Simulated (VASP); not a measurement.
All values below come from PBEsol GGA, VASP's PBE PAW potentials (set 64) (plane waves; VASP).

The input files of a VASP run:

### INCAR
```
SYSTEM = PbF2
PREC = Accurate; ENCUT = 530; LREAL = .False.
LASPH = .True.
EDIFF = 1E-6; NELM = 100; ALGO = Normal
LMAXMIX = 4
ISMEAR = 0; SIGMA = 0.05
GGA = PS
IBRION = 2; NSW = 60; ISIF = 3
EDIFFG = -0.02
LWAVE = .False.; LCHARG = .False.
```

### KPOINTS
```
Automatic mesh
0
Gamma
6 6 6
0 0 0
```

POSCAR:
```
PbF2
1
    0.0000000000     2.9431199512     2.9431199512
    2.9431199512    -0.0000000000     2.9431199512
    2.9431199512     2.9431199512    -0.0000000000
Pb F
1 2
Direct
  0.0000000000   1.0000000000   0.0000000000
  0.2500000000   0.2500000000   0.2500000000
  0.7500000000   0.7500000000   0.7500000000
```

POTCAR, in this order: Pb_d F (PBE.64 set). Program: vasp_std.

Output

File OUTCAR:
```
 ion  position               nearest neighbor table
   1  0.000  0.000  0.000-   3 2.55   3 2.55   3 2.55   2 2.55   3 2.55   2 2.55   2 2.55   2 2.55
  LATTYP: Found a face centered cubic cell.
 ALAT       =     5.8862399024
 Subroutine PRICEL returns:
 Original cell was already a primitive cell.
 Subroutine GETGRP returns: Found 48 space group operations
The static configuration has the point symmetry O_h .
The dynamic configuration has the point symmetry O_h .
 Subroutine INISYM returns: Found 48 space group operations
 Subroutine IBZKPT returns following result:
 Found     16 irreducible k-points:

 Following reciprocal coordinates:
            Coordinates               Weight
  0.000000  0.000000  0.000000      1.000000
  0.166667  0.000000  0.000000      8.000000
  0.333333  0.000000  0.000000      8.000000
  0.500000  0.000000  0.000000      4.000000
  0.166667  0.166667  0.000000      6.000000
  0.333333  0.166667  0.000000     24.000000
  0.500000  0.166667  0.000000     24.000000
 -0.333333  0.166667  0.000000     24.000000
 -0.166667  0.166667  0.000000     12.000000
  0.333333  0.333333  0.000000      6.000000
  0.500000  0.333333  0.000000     24.000000
 -0.333333  0.333333  0.000000     12.000000
  0.500000  0.500000  0.000000      3.000000
  0.500000  0.333333  0.166667     24.000000
 -0.333333  0.333333  0.166667     24.000000
 -0.333333  0.500000  0.166667     12.000000
   k-points           NKPTS =     16   k-points in BZ     NKDIM =     16   number of bands    NBANDS=     18
   number of dos      NEDOS =    301   number of ions     NIONS =      3
   total plane-waves  NPLWV =  32768
   dimension x,y,z NGX =    32 NGY =   32 NGZ =   32
   dimension x,y,z NGXF=    64 NGYF=   64 NGZF=   64
   ions per type =               1   2
   PREC   = accura    normal or accurate (medium, high low for compatibility)
   ISTART =      0    job   : 0-new  1-cont  2-samecut
   ICHARG =      2    charge: 1-file 2-atom 10-const
...
```

OSZICAR:
```
       N       E                     dE             d eps       ncg     rms          rms(c)
DAV:   1     0.304118638806E+03    0.30412E+03   -0.15295E+04   576   0.181E+03
DAV:   2     0.855253070730E+01   -0.29557E+03   -0.28560E+03   650   0.457E+02
DAV:   3    -0.158785018746E+02   -0.24431E+02   -0.24222E+02   684   0.148E+02
DAV:   4    -0.165118716484E+02   -0.63337E+00   -0.63275E+00   614   0.249E+01
DAV:   5    -0.165329293481E+02   -0.21058E-01   -0.21057E-01   634   0.453E+00    0.712E+00
DAV:   6    -0.149611177970E+02    0.15718E+01   -0.84105E+00   750   0.251E+01    0.261E+00
DAV:   7    -0.149449203485E+02    0.16197E-01   -0.36871E-01   586   0.432E+00    0.147E+00
DAV:   8    -0.149368195546E+02    0.81008E-02   -0.88413E-02   582   0.369E+00    0.459E-01
DAV:   9    -0.149347209003E+02    0.20987E-02   -0.16927E-02   660   0.102E+00    0.939E-02
DAV:  10    -0.149359893702E+02   -0.12685E-02   -0.16186E-03   576   0.403E-01    0.235E-02
DAV:  11    -0.149360032666E+02   -0.13896E-04   -0.82226E-05   626   0.973E-02    0.111E-02
DAV:  12    -0.149360205614E+02   -0.17295E-04   -0.46778E-05   594   0.696E-02    0.928E-03
DAV:  13    -0.149360192467E+02    0.13148E-05   -0.12689E-05   666   0.421E-02    0.145E-03
DAV:  14    -0.149360193362E+02   -0.89486E-07   -0.67400E-07   426   0.639E-03
   1 F= -.14936019E+02 E0= -.14936019E+02  d E =-.149360E+02
       N       E                     dE             d eps       ncg     rms          rms(c)
DAV:   1    -0.149439057322E+02   -0.78865E-02   -0.20222E-01   728   0.669E+00    0.629E-01
DAV:   2    -0.149369024476E+02    0.70033E-02   -0.32544E-02   604   0.189E+00    0.132E-01
DAV:   3    -0.149362962167E+02    0.60623E-03   -0.17673E-03   734   0.710E-01    0.567E-02
DAV:   4    -0.149362073242E+02    0.88892E-04   -0.52686E-04   672   0.356E-01    0.194E-02
DAV:   5    -0.149362087442E+02   -0.14199E-05   -0.73502E-05   612   0.113E-01    0.121E-02
DAV:   6    -0.149362040805E+02    0.46637E-05   -0.18401E-05   736   0.606E-02    0.272E-03
DAV:   7    -0.149362040877E+02   -0.71768E-08   -0.13281E-06   458   0.119E-02
   2 F= -.14936204E+02 E0= -.14936204E+02  d E =-.184752E-03
```

OUTCAR:
```
------------------------ aborting loop because EDIFF is reached ----------------------------------------
  FORCE on cell =-STRESS in cart. coord.  units (eV):
  Direction    XX          YY          ZZ          XY          YZ          ZX
  --------------------------------------------------------------------------------------
  Total       -0.0237084     -0.0237084     -0.0237084      0.0000000     -0.0000000      0.0000000
  in kB       -0.7414199     -0.7414199     -0.7414199      0.0000000     -0.0000000      0.0000000
  external PRESSURE =      -0.7414199 kB  Pullay stress =       0.0000000 kB
  volume of cell :       51.23
      direct lattice vectors                 reciprocal lattice vectors
     0.000000000  2.947856402  2.947856402    -0.169614775  0.169614775  0.169614775
     2.947856402  0.000000000  2.947856402     0.169614775 -0.169614775  0.169614775
     2.947856402  2.947856402  0.000000000     0.169614775  0.169614775 -0.169614775
 POSITION                                       TOTAL-FORCE (eV/Angst)
 -----------------------------------------------------------------------------------
      2.94786      0.00000      2.94786        -0.000000     -0.000000     -0.000000
      1.47393      1.47393      1.47393        -0.000000     -0.000000     -0.000000
      4.42178      4.42178      4.42178         0.000000      0.000000      0.000000
 -----------------------------------------------------------------------------------
    total drift:                                0.000000     -0.000000      0.000000
  FREE ENERGIE OF THE ION-ELECTRON SYSTEM (eV)
  ---------------------------------------------------
  free  energy   TOTEN  =       -14.9362040877 eV

  energy  without entropy=      -14.9362040877  energy(sigma->0) =      -14.93620409

 reached required accuracy - stopping structural energy minimisation
```
(Selected blocks of OUTCAR.)

**CONTCAR**
```
PbF2
   1.00000000000000
     0.0000000000000000    2.9478564022315346    2.9478564022315346
     2.9478564022315346    0.0000000000000000    2.9478564022315346
     2.9478564022315346    2.9478564022315346    0.0000000000000000
  Pb              F
     1     2
Direct
     0.0000000000000000    1.0000000000000000    0.0000000000000000
     0.2500000000000000    0.2500000000000000    0.2500000000000000
     0.7500000000000000    0.7500000000000000    0.7500000000000000
```

The compound is PbF2 in the fluorite structure, the β form. This run relaxes it. Symmetry was kept, so distortions that lower it aren't found. The start is the result of an earlier pass.
